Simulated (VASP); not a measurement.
The system is CeZn2Ni.

```xyz
4
Lattice="3.8644 0.0000 0.0000 0.0000 3.8644 0.0000 0.0000 0.0000 4.9193" Properties=species:S:1:pos:R:3 pbc="T T T"
Ce    0.0000    0.0000    0.0000
Zn    0.0000    1.9322    2.4596
Zn    1.9322    0.0000    2.4596
Ni    1.9322    1.9322    0.0000
```

The cell comes from a database or a generator and needn't be the stable form of this composition.

Base run:

```yaml
Program: VASP 6.6.1
Functional: BLYP
Potentials_or_basis: VASP PAW PBE potentials, release 64 (Ce, Zn, Ni)
Cutoff: 520 eV
k_mesh: 5 × 5 × 5
Occupations: fermi-dirac, width 0.05 eV
Spin: collinear spin, ferromagnetic start
Starting_moments: "[1.0, 0.0, 0.0, 1.0] μB"
```

Its results: net moment 0.37 μB per cell.

Question: The run is repeated on the same cell with these changes: functional from BLYP to LDA; potentials or basis from VASP PAW PBE potentials, release 64 (Ce, Zn, Ni) to VASP PAW LDA potentials, release 64 (Ce, Zn, Ni). What comes out?

Answer: Net moment -0.25 μB per cell.

Caveats: the magnetic or orbital state may not be the lowest.
